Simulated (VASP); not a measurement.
Consider the following.

```
CELL_PARAMETERS angstrom
     -0.06274     5.87266     5.96341
      5.87266    -0.06274     5.96341
      2.90496     2.90496     0.00000
ATOMIC_POSITIONS crystal
  Sn 0.98714 0.98714 0.02571
  Sn 0.13786 0.13786 0.22429
  Ge 0.99258 0.51478 0.99264
  Ge 0.13242 0.61022 0.25736
  Ge 0.51478 0.99258 0.99264
  Ge 0.61022 0.13242 0.25736
  Ge 0.49997 0.49997 0.00006
  Ge 0.62503 0.62503 0.24994
```

Calculation: PBEsol GGA, VASP's PBE PAW potentials (set 64) (plane waves; VASP). Run with 400 eV cut-off, Gaussian smearing of 0.050 eV, potentials Sn_d Ge_d.

Problem. Give the energies of bands 50 to 63 at the high-symmetry points, in eV from the Fermi level.

Solution. 
```tsv
band	Γ	Y	C0	Z	A0	T	S	R
50	-1.64	-3.62	-2.95	-3.92	-3.17	-3.05	-3.35	-3.74
51	-1.60	-2.20	-2.25	-3.67	-3.02	-2.97	-2.43	-3.39
52	-1.50	-2.16	-2.14	-3.67	-3.02	-2.97	-2.12	-3.39
53	-1.25	-1.88	-2.09	-3.46	-2.42	-1.39	-1.31	-2.64
54	-1.04	-1.77	-1.96	-3.46	-2.42	-1.39	-1.11	-2.64
55	-0.39	-1.69	-1.55	-1.47	-1.50	-1.28	-0.54	-1.98
56	-0.03	-0.36	-0.15	-1.47	-1.50	-1.28	-0.30	-1.98
57	0.06	0.77	1.15	1.56	0.38	-0.36	0.07	0.74
58	0.42	0.89	1.21	1.56	0.38	-0.36	0.72	0.74
59	0.51	1.32	1.24	3.45	1.05	0.58	1.04	1.56
60	0.62	1.74	1.91	3.45	1.05	0.58	2.09	1.56
61	1.33	2.01	2.33	3.50	1.22	0.68	3.12	3.23
62	2.31	3.50	3.38	3.50	1.22	0.68	3.18	3.23
63	2.32	4.23	3.51	3.92	3.32	3.40	3.31	3.96
```

It has no gap at this level: it comes out as a metal or semimetal.

The structure was generated: Sn2Ge6 was put into an ordered model structure (Cmcm), which need not be its known phase. It was relaxed first.
